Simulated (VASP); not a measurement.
# Be4CN (P-6m2) in VASP: settings compared

The runs below take Be4CN through relaxation of cell and atoms, with PBE, RPBE.

Everything below comes from runs of VASP 6.6.1. Logs are shortened: lines on timing, memory, paths and dates and some standing lists are left out, and cuts for length are marked.

## Step 1: The structure

Symmetry: P-6m2, No. 187, hexagonal system. The conventional cell has a = 4.275 Å, b = 4.275 Å, c = 3.328 Å, α = 90.00°, β = 90.00°, γ = 120.00°. Be (site symmetry -6m2) is surrounded by 6 Be at 2.07 Å. Be (site symmetry mm2) is surrounded by 6 Be at 2.07 to 2.15 Å and 2 N at 2.08 Å. Around C (site symmetry -6m2) lie 15 Be at 2.47 to 2.71 Å and 3 N at 2.47 Å. Around N (site symmetry -6m2) lie 6 Be at 2.08 Å.

The cell was built by a generator and needn't be a form met in nature.

## Step 2: Relaxation of cell and atoms, PBE

INCAR reads:

```
SYSTEM = Be4CN
ALGO     = Normal         ! electronic algorithm
EDIFF    = 1E-6           ! SCF threshold, eV
EDIFFG   = -0.02          ! ionic threshold
ENCUT    = 600            ! plane-wave cutoff, eV
GGA      = PE             ! functional
IBRION   = 2              ! ionic algorithm
ISIF     = 3              ! what is computed and relaxed
ISMEAR   = 0              ! smearing method
LASPH    = .True.         ! aspherical terms in the spheres
LCHARG   = .False.        ! write CHGCAR
LREAL    = .False.        ! projectors in reciprocal space
LWAVE    = .False.        ! write WAVECAR
NELM     = 60             ! most SCF steps
NSW      = 60             ! ionic steps
PREC     = Accurate       ! precision mode
SIGMA    = 0.05           ! smearing width, eV
```

KPOINTS reads:

```
k-points
0
Gamma
  7 7 8
  0 0 0
```

POSCAR reads:

```
Be4CN
1.0
    4.2746090000      0.0000000000      0.0000000000
   -2.1373045000      3.7019199900      0.0000000000
    0.0000000000      0.0000000000      3.3275380600
Be C N
4 1 1
Direct
    0.6666666700      0.3333333300      0.0000000000
    0.5010500000      0.0021000000      0.5000000000
    0.9979000000      0.4989500000      0.5000000000
    0.5010500000      0.4989500000      0.5000000000
    0.0000000000      0.0000000000      0.0000000000
    0.3333333300      0.6666666700      0.0000000000
```

Potentials or basis: VASP PAW PBE potentials, release 64 (Be, C, N).

Launch:

```
> cat potpaw_PBE.64/Be/POTCAR potpaw_PBE.64/C/POTCAR potpaw_PBE.64/N/POTCAR > POTCAR
> mpirun -np 1 vasp_std > vasp.out
```

OUTCAR:

```text
SYSTEM = Be4CN
   EDIFF = 1E-6
   EDIFFG = -0.02
   ENCUT = 600
   GGA = PE
   IBRION = 2
   ISIF = 3
   ISMEAR = 0
   LASPH = .True.
   LREAL = .False.
   NELM = 60
   NSW = 60
   PREC = Accurate

 ion  position               nearest neighbor table
   1  0.667  0.333  0.000-   3 2.07   3 2.07   2 2.07   2 2.07   4 2.07   4 2.07
   2  0.501  0.002  0.500-   1 2.07   1 2.07   6 2.08   6 2.08   4 2.12   3 2.12   4 2.15   3 2.15

   3  0.998  0.499  0.500-   1 2.07   1 2.07   6 2.08   6 2.08   4 2.12   2 2.12   4 2.15   2 2.15

   4  0.501  0.499  0.500-   1 2.07   1 2.07   6 2.08   6 2.08   3 2.12   2 2.12   3 2.15   2 2.15

   5  0.000  0.000  0.000-
   6  0.333  0.667  0.000-   3 2.08   3 2.08   2 2.08   2 2.08   4 2.08   4 2.08

  LATTYP: Found a hexagonal cell.
 ALAT       =     4.2746090000
 C/A-ratio  =     0.7784426739

  Lattice vectors:

 A1 = (   4.2746090000,   0.0000000000,   0.0000000000)
 A2 = (  -2.1373045000,   3.7019199900,   0.0000000000)
 A3 = (   0.0000000000,   0.0000000000,   3.3275380600)

Analysis of symmetry for initial positions (statically):
=====================================================================
 Subroutine PRICEL returns:
 Original cell was already a primitive cell.

 Routine SETGRP: Setting up the symmetry group for a
 hexagonal supercell.

 Subroutine GETGRP returns: Found 12 space group operations
 (whereof 12 operations were pure point group operations)
 out of a pool of 24 trial point group operations.

The static configuration has the point symmetry D_3h.

Analysis of symmetry for dynamics (positions and initial velocities):
=====================================================================
 Subroutine PRICEL returns:
 Original cell was already a primitive cell.

 Routine SETGRP: Setting up the symmetry group for a
 hexagonal supercell.

 Subroutine GETGRP returns: Found 12 space group operations
 (whereof 12 operations were pure point group operations)
 out of a pool of 24 trial point group operations.

The dynamic configuration has the point symmetry D_3h.

 Subroutine INISYM returns: Found 12 space group operations
 (whereof 12 operations are pure point group operations),
 and found     1 'primitive' translations

----------------------------------------------------------------------------------------

                                     Primitive cell

  volume of cell :      52.6558

  direct lattice vectors                    reciprocal lattice vectors
     4.274609000  0.000000000  0.000000000     0.233939525  0.135065048  0.000000000
    -2.137304500  3.701919990  0.000000000     0.000000000  0.270130095  0.000000000
     0.000000000  0.000000000  3.327538060     0.000000000  0.000000000  0.300522483

  length of vectors
     4.274609000  4.274609004  3.327538060     0.270130096  0.270130095  0.300522483

  position of ions in fractional coordinates (direct lattice)
     0.666666670  0.333333330  0.000000000
     0.501050000  0.002100000  0.500000000
     0.997900000  0.498950000  0.500000000
     0.501050000  0.498950000  0.500000000
     0.000000000  0.000000000  0.000000000
     0.333333330  0.666666670  0.000000000

  ion indices of the primitive-cell ions
   primitive index   ion index
                 1           1
                 2           2
                 3           3
                 4           4
                 5           5
                 6           6

----------------------------------------------------------------------------------------

 KPOINTS: k-points

Automatic generation of k-mesh.
 Grid dimensions read from file:
 generate k-points for:    7    7    8

 Generating k-lattice:

  Cartesian coordinates                     Fractional coordinates (reciprocal lattice)
     0.033419932  0.019295007  0.000000000     0.142857143  0.000000000  0.000000000
     0.000000000  0.038590014  0.000000000     0.000000000  0.142857143  0.000000000
     0.000000000  0.000000000  0.037565310     0.000000000  0.000000000  0.125000000

  Length of vectors
     0.038590014  0.038590014  0.037565310

  Shift w.r.t. Gamma in fractional coordinates (k-lattice)
     0.000000000  0.000000000  0.000000000

 Subroutine IBZKPT returns following result:
 ===========================================

 Found     40 irreducible k-points:

 Following reciprocal coordinates:
            Coordinates               Weight
  0.000000  0.000000  0.000000      1.000000
  0.142857 -0.000000  0.000000      6.000000
  0.285714 -0.000000  0.000000      6.000000
  0.428571 -0.000000  0.000000      6.000000
  0.142857  0.142857  0.000000      6.000000
  0.285714  0.142857  0.000000     12.000000
[... 16 lines left out ...]
  0.428571  0.142857  0.250000     12.000000
  0.285714  0.285714  0.250000     12.000000
 [... further k-points ...]
   k-points           NKPTS =     40   k-points in BZ     NKDIM =     40   number of bands    NBANDS=     12
   number of dos      NEDOS =    301   number of ions     NIONS =      6
[... 28 lines left out ...]
   NUPDOWN=      -1.0000    fix difference up-down
   EMIN   =  10.00;   EMAX   =-10.00  energy-range for DOS
   EFERMI =   0.00;   METHOD = LEGACY
   ISMEAR =     0;   SIGMA  =   0.05  broadening in eV -4-tet -1-fermi 0-gaus
   EFERMI_NEDOS =   21; number of points for ismear=-14 and -15
   IALGO  =     38    algorithm
   IMIX   =      4    mixing-type and parameters
     AMIX     =   0.40;   BMIX     =  1.00
     AMIX_MAG =   1.60;   BMIX_MAG =  1.00
  volume/ion in A,a.u.               =       8.78        59.22
  Fermi-wavevector in a.u.,A,eV,Ry     =   1.123076  2.122305 17.161012  1.261299
  Thomas-Fermi vector in A             =   2.259740
   LORBIT       =      0    0 simple, 1 ext, 2 COOP (PROOUT), +10 PAW based schemes
   GGA     = PE    functional components
   LHFCALC =     F    Hartree Fock is set to
   AEXX    =    0.0000 exact exchange contribution
   IVDW    =     0    specifies the selected vdW correction
   LEPSILON=     F    determine dielectric tensor
   LRPA    =     F    only Hartree local field effects (RPA)
 conjugate gradient relaxation of ions
 non-spin polarized calculation
 Gauss-broadening in eV      SIGMA  =   0.05
  energy-cutoff  :      600.00
  volume of cell :       52.66
 maximum number of plane-waves:      1783
 NGX is ok and might be reduce to    36
   NGX = 17   NGY = 17   NGZ = 13

--------------------------------------- Ionic step        1  -------------------------------------------

 number of electron      16.9999999 magnetization

 Free energy of the ion-electron system (eV)
  ---------------------------------------------------
  ext. energy  EPLUGINS =         0.00000000
  ---------------------------------------------------
  free energy    TOTEN  =       -24.19375485 eV

  energy without entropy =      -24.19165211  energy(sigma->0) =      -24.19270348

------------------------ aborting loop because EDIFF is reached ----------------------------------------

  FORCE on cell =-STRESS in cart. coord.  units (eV):
  Direction    XX          YY          ZZ          XY          YZ          ZX
  --------------------------------------------------------------------------------------
  -------------------------------------------------------------------------------------
  Total       -0.5672805     -0.5672805     -6.7358720      0.0000000      0.0000000      0.0000000
  in kB      -17.2608417    -17.2608417   -204.9547328      0.0000000      0.0000000      0.0000000
  external PRESSURE =     -79.8254721 kB  Pullay stress =       0.0000000 kB
[... 101 lines left out ...]
  FREE ENERGIE OF THE ION-ELECTRON SYSTEM (eV)
  ---------------------------------------------------
  free  energy   TOTEN  =       -24.7704836961 eV

  energy  without entropy=      -24.7670712787  energy(sigma->0) =      -24.76877749

 E-fermi :   3.5617     XC(G=0):  -9.5808

 val. band max:        3.5455305904   @ k =   0.1429   0.1429   0.2500
 cond. band min:       3.5769137849   @ k =   0.2857   0.2857   0.2500
 fundamental gap:      0.0313831945
 Fermi energy:         3.5617380496

 k-point     1 :       0.0000    0.0000    0.0000
  band No.  band energies     occupation
      1     -14.7455      2.00000
      2      -6.7954      2.00000
      3      -3.8389      2.00000
      4      -3.8389      2.00000
      5      -2.1743      2.00000
      6       0.2017      2.00000
      7       0.2017      2.00000
      8       2.9172      2.00000
      9       2.9172      2.00000
     10       2.9909      2.00000
     11       8.1359      0.00000
     12       8.3342      0.00000
[... 333 lines left out ...]
      1     -13.5492      2.00000
      2      -5.5210      2.00000
      3      -3.3718      2.00000
      4      -2.7224      2.00000
      5      -1.8860      2.00000
      6      -0.3905      2.00000
      7       1.3366      2.00000
      8       3.4820      1.97590
      9       3.5769      0.66775
     10       4.8348      0.00000
     11       5.4873      0.00000
     12       6.6940      0.00000

 [... further k-points ...]

[... ionic steps 4 to 14 ...]

--------------------------------------- Ionic step       15  -------------------------------------------

 number of electron      17.0000003 magnetization

------------------------ aborting loop because EDIFF is reached ----------------------------------------
[... 75 lines left out ...]
--------------------------------------- Ionic step       17  -------------------------------------------

 number of electron      17.0000003 magnetization

 Free energy of the ion-electron system (eV)
  ---------------------------------------------------
  ext. energy  EPLUGINS =         0.00000000
  ---------------------------------------------------
  free energy    TOTEN  =       -26.88241551 eV

  energy without entropy =      -26.87817250  energy(sigma->0) =      -26.88029401

 E-fermi :   4.9149     XC(G=0): -10.2457

 val. band max:        4.9087631316   @ k =   0.1429  -0.0000   0.0000
 cond. band min:       4.9264356738   @ k =   0.1429   0.1429   0.3750
 fundamental gap:      0.0176725423
 Fermi energy:         4.9148800036

 k-point     1 :       0.0000    0.0000    0.0000
  band No.  band energies     occupation
      1     -13.3321      2.00000
      2      -5.8174      2.00000
      3      -2.3916      2.00000
      4      -2.3916      2.00000
      5      -1.1444      2.00000
      6       0.9287      2.00000
      7       0.9287      2.00000
      8       3.3415      2.00000
      9       4.9561      0.24392
     10       4.9561      0.24391
     11      10.3045      0.00000
     12      11.1807      0.00000
[... 378 lines left out ...]
  FREE ENERGIE OF THE ION-ELECTRON SYSTEM (eV)
  ---------------------------------------------------
  free  energy   TOTEN  =       -26.8824155149 eV

  energy  without entropy=      -26.8781724970  energy(sigma->0) =      -26.88029401

 reached required accuracy - stopping structural energy minimisation
```

It took 5.3 min on 1 thread of Intel Xeon Platinum 8259CL at 2.50GHz (Skylake/Cascade Lake), shared host; peak memory 0.2 GiB.

What came out:

```
Free energy                            : -26.8824 eV
Relaxed volume                         : 9.26 Å³/atom
Relaxed cell                           : a = 5.246 Å, b = 5.246 Å, c = 2.331 Å, α = 90.00°, β = 90.00°, γ = 120.00°
Space group after relaxing (to 0.05 Å) : P-6m2 (No. 187)
Energy gained by relaxing              : 448.1 meV/atom
Ionic steps                            : 17
Pressure after relaxing                : -0.3 GPa
Largest force after relaxing           : 0.018 eV/Å
Band gap on the k mesh                 : none (metal or under the smearing width)
```

Forces in eV/Å, atoms in the order of the input:
```
Be   0.000  0.000  0.000
Be   0.000  0.018  0.000
Be  -0.016 -0.009  0.000
Be   0.016 -0.009  0.000
C    0.000  0.000  0.000
N    0.000  0.000  0.000
```

Stress tensor (GPa, compression positive):
```
-0.31  0.00  0.00
 0.00 -0.31  0.00
 0.00  0.00 -0.16
```

Step by step:
```
step  energy change (eV)  largest force (eV/Å)  pressure (GPa)  volume (Å³)
   1              0.0000                0.3673           -7.98        52.66
   2             -0.3787                0.0646           -4.30        49.35
   3             -0.5767                1.1077           35.79        39.76
   4             -0.8324                0.7097            9.50        44.53
   5             -0.8488                0.8745           17.75        42.67
   6             -0.8599                0.8065           14.23        43.41
   7             -1.0360                0.6605           16.52        43.21
   8             -1.3899                0.0244           27.73        42.34
   9             -1.7611                0.0129           20.39        44.51
  10             -2.5068                0.0556            5.03        51.17
  11             -2.3100                0.2867           -7.38        64.93
  12             -2.6727                0.3523           -1.56        56.64
  13             -2.6758                0.3705           -1.04        56.10
  14             -2.6766                0.3793           -0.69        55.71
  15             -2.6876                0.0494           -0.78        55.77
  16             -2.6879                0.0053           -0.79        55.78
  17             -2.6887                0.0182           -0.26        55.55
```

Final structure:
```
Be C N
1.0
     5.24594    0.00000    0.00000
    -2.62297    4.54312    0.00000
     0.00000    0.00000    2.33074
Be C N
4 1 1
Direct
  0.66667 0.33333 0.00000
  0.46908 0.93816 0.50000
  0.06184 0.53092 0.50000
  0.46908 0.53092 0.50000
  0.00000 0.00000 0.00000
  0.33333 0.66667 0.00000
```

Levels at points of the mesh, in eV from the Fermi level:
```
           k point  band 4  band 5  band 6  band 7  band 8  band 9  band 10  band 11  band 12
(0.00, 0.00, 0.00)   -7.31   -6.06   -3.99   -3.99   -1.57    0.04     0.04     5.39     6.27
(0.00, 0.00, 0.50)   -5.62   -5.62   -4.07   -1.87    0.34    0.34     0.57     2.48     2.48
```

## Step 3: Relaxation of cell and atoms, RPBE

INCAR reads:

```
  ALGO = Normal
  EDIFF = 1E-7
  EDIFFG = -0.005
  ENCUT = 600
  GGA = RP
  IBRION = 2
  ISIF = 3
  ISMEAR = 0
  LASPH = T
  LCHARG = F
  LREAL = F
  LWAVE = F
  NELM = 80
  NSW = 40
  PREC = Accurate
  SIGMA = 0.05
```

KPOINTS reads:

```
k-points
0
Gamma
  7 7 8
```

POSCAR is that of step 2.

Potentials or basis: VASP PAW PBE potentials, release 64 (Be, C, N).

Launch:

```
> cat potpaw_PBE.64/Be/POTCAR potpaw_PBE.64/C/POTCAR potpaw_PBE.64/N/POTCAR > POTCAR
> mpirun -np 1 vasp_std > vasp.out
```

Run time: 8.8 min. Hardware: 1 thread of Intel Xeon Platinum 8259CL at 2.50GHz (Skylake/Cascade Lake), shared host; peak memory 0.2 GiB.

Results (log left out):

```
Free energy                            : -25.0598 eV
Relaxed volume                         : 9.47 Å³/atom
Relaxed cell                           : a = 5.292 Å, b = 5.292 Å, c = 2.343 Å, α = 90.00°, β = 90.00°, γ = 120.00°
Space group after relaxing (to 0.05 Å) : P-6m2 (No. 187)
Energy gained by relaxing              : 438.2 meV/atom
Ionic steps                            : 26
Pressure after relaxing                : 0.0 GPa
Band gap on the k mesh                 : none (metal or under the smearing width)
```

Forces on the atoms (eV/Å):
```
Be   0.000  0.000  0.000
Be   0.000  0.003  0.000
Be  -0.002 -0.001  0.000
Be   0.002 -0.001  0.000
C    0.000  0.000  0.000
N    0.000  0.000  0.000
```

The path:
```csv
step,energy change (eV),largest force (eV/Å),pressure (GPa),volume (Å³)
1,0.0000,0.3882,-5.28,52.66
2,-0.2934,0.0864,-3.07,50.44
3,-0.9647,0.7232,19.34,43.66
4,-1.0800,0.6726,20.42,43.63
5,-1.3151,0.4179,25.10,43.44
6,-1.1583,0.6178,42.55,42.54
7,-1.3355,0.7058,40.40,43.42
8,-1.5267,0.9437,36.29,45.99
9,-0.7964,3.7669,34.67,50.62
10,-1.5096,1.2577,36.01,46.94
11,-1.9256,0.7161,26.61,48.86
12,-2.5392,0.5032,5.49,54.89
13,-2.5712,0.7178,1.42,56.55
14,-2.5721,0.7675,0.51,56.96
15,-2.5992,0.5330,0.23,57.15
16,-2.6255,0.0277,-0.36,57.60
17,-2.6259,0.0294,-0.29,57.53
18,-2.6268,0.0360,-0.06,57.32
19,-2.6279,0.0532,0.40,56.91
20,-2.6284,0.0301,0.23,56.92
21,-2.6288,0.0424,-0.31,56.95
22,-2.6289,0.0196,-0.14,56.94
23,-2.6289,0.0216,-0.16,56.94
24,-2.6290,0.0105,-0.14,56.90
25,-2.6290,0.0019,-0.13,56.87
26,-2.6290,0.0028,-0.03,56.82
```

Final structure:
```
Be C N
1.0
     5.29189    0.00000    0.00000
    -2.64595    4.58291    0.00000
     0.00000    0.00000    2.34289
Be C N
4 1 1
Direct
  0.66667 0.33333 0.00000
  0.46904 0.93808 0.50000
  0.06192 0.53096 0.50000
  0.46904 0.53096 0.50000
  0.00000 0.00000 0.00000
  0.33333 0.66667 0.00000
```

Levels at points of the mesh, in eV from the Fermi level:
```
           k point  band 4  band 5  band 6  band 7  band 8  band 9  band 10  band 11  band 12
(0.00, 0.00, 0.00)   -7.20   -6.08   -3.91   -3.91   -1.50    0.03     0.03     6.19     6.19
(0.00, 0.00, 0.50)   -5.50   -5.50   -3.98   -1.83    0.36    0.36     0.48     2.56     2.56
```

Caveat: the PAW data sets were made with another functional, which shifts forces and pressure a little.

## Step 4: The reference run

An earlier run on the cell as given: functional PBE; potentials or basis VASP PAW PBE potentials, release 64 (Be, C, N); cutoff 520 eV; k mesh 7 × 7 × 8; occupations fermi-dirac, width 0.05 eV; no spin polarisation.

* Pressure: -7.8 GPa
* Largest force: 0.352 eV/Å
* Band gap on the k mesh: none (metal or under the smearing width)

## Step 5: Overview

```tsv
task	level	cell	cutoff (eV)	smearing	gap on the mesh (eV)	pressure (GPa)	relaxed volume (Å³/atom)	largest force (eV/Å)
relaxation of cell and atoms	PBE	relaxed	600	gaussian 0.05 eV	none	-0.3	9.26	0.02
relaxation of cell and atoms	RPBE	relaxed	600	gaussian 0.05 eV	none	0.0	9.47	-
single point	PBE	as given	520	fermi-dirac 0.05 eV	none	-7.8	-	0.35
```

Alike in all rows: potentials or basis VASP PAW PBE potentials, release 64 (Be, C, N); no spin polarisation; k mesh 7 × 7 × 8.

Caveats: the PAW data sets were made with another functional, which shifts forces and pressure a little (some runs).

Total energies depend on the potentials used, so only differences within one code and one set of settings carry meaning.
